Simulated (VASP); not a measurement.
Input:

```xyz
6
Lattice="4.4565 0.0000 0.0000 -2.2282 3.8594 0.0000 0.0000 0.0000 13.7260" Properties=species:S:1:pos:R:3 pbc="T T T"
Pb     2.2282     1.2865     6.8637
Pb     0.0000     2.5730     0.0007
I      2.2282     1.2865    11.8512
I      0.0000     2.5730     4.9882
I      0.0000     0.0000     1.8741
I      0.0000     0.0000     8.7371
```

Computed with LDA (Ceperley-Alder, Perdew-Zunger), VASP's LDA PAW potentials (set 64) (plane waves; VASP). Run with 400 eV cut-off, 10×10×3 Γ-centred mesh, Gaussian smearing of 0.010 eV, potentials Pb_d I.

Problem. Predict the energy per atom (σ→0).

Solution. 
```
Quantity                       Result
---------------------  --------------
energy per atom (σ→0)  -3.349 eV/atom
```

Only differences to runs with the same potentials and settings are physical.

The structure comes from a computed database's PbI2 entry (P6_3mc); how it stands against other phases isn't given here. It was relaxed first, which changed the volume by -12 %.
